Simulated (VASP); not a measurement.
Here is the system:

```
KTaO3
1.0
    3.96063     0.00000     0.00000
    0.00000     3.96063     0.00000
    0.00000     0.00000     3.96063
K Ta O
1 1 3
Direct
  0.50000   0.50000   0.50000
  0.00000   0.00000   0.00000
  0.00000   0.50000   0.00000
  0.50000   0.00000   0.00000
  0.00000   0.00000   0.50000
```

The numbers are results of LDA (Ceperley-Alder, Perdew-Zunger), VASP's LDA PAW potentials (set 64) (plane waves; VASP 6.6.1), not measurements. Run with 520 eV cut-off, 7×7×7 Γ-centred mesh, Gaussian smearing of 0.010 eV, potentials K_sv Ta_pv O.

Problem. Estimate the energy per atom (σ→0).

Solution. 
energy per atom (σ→0): -869.5 kJ/mol of atoms

Only differences to runs with the same potentials and settings are physical.

The structure comes from a computed database's KTaO3 entry (Pm-3m); how it stands against other phases isn't given here. It was relaxed first.
